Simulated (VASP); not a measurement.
A cell of CsI (CsCl type) near equilibrium:

```xyz
2
Lattice="4.6119 0.0000 0.0000 0.0000 4.6119 0.0000 0.0000 0.0000 4.6119" Properties=species:S:1:pos:R:3 pbc="T T T"
Cs     0.0000     0.0000     0.0000
I      2.3060     2.3060     2.3060
```

Method: r2SCAN meta-GGA, VASP's PBE PAW potentials (set 64) (plane waves; VASP).

Unless said otherwise, spin-orbit coupling is left out, though it shifts the bands of the heavy elements here.

```csv
run,ΔE (meV/atom),σxx,σyy,σzz,"largest shear component, with its sign (GPa)",largest force (eV/Å),gap (eV)
as it is,0.0,0.02,0.02,0.02,0.00,0.000,4.49
after one change,2.8,-0.15,-0.15,-0.66,0.00,0.000,4.32
```
Stress is in GPa, positive when the cell is compressed; gaps are those on the k-mesh, and 0.00 means metallic.

Which change was made?
A) shear strain γ_xz = +0.5 %
B) shear strain γ_xy = -3.0 %
C) uniaxial strain of +3.0 % along z
D) atom 2 (I) moved by 0.150 Å along z

C, uniaxial strain of +3.0 % along z

The compound is CsI in the CsCl type structure.
